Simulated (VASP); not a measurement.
Input:

```yaml
crystal:
  lattice:
    - [0.00000, 2.25792, 2.25792]
    - [2.25792, 0.00000, 2.25792]
    - [2.25792, 2.25792, 0.00000]
  atoms:
    - { symbol: Hf, position: [0.00000, 0.00000, 0.00000] }
    - { symbol: N, position: [0.50000, 0.50000, 0.50000] }
```

These are rev-vdW-DF2, VASP's PBE PAW potentials (set 64) (plane waves; VASP) values and carry that method's errors. Settings: 520 eV cut-off, Gaussian smearing of 0.050 eV, potentials Hf_pv N.

Unless said otherwise, spin-orbit coupling is left out, though it shifts the bands of the heavy elements here.

### Question
What does the run give for the band gap (along the path) with the smallest direct gap where there is one?

### Answer

- band gap (along the path): none (metal, semimetal or under 0.01 eV)

Total energies compare only between runs with the same potentials, cut-off and functional.

The compound is HfN in the rock salt structure. It was relaxed first. The electron count is odd and the run is not spin-polarised, which forces a metal.
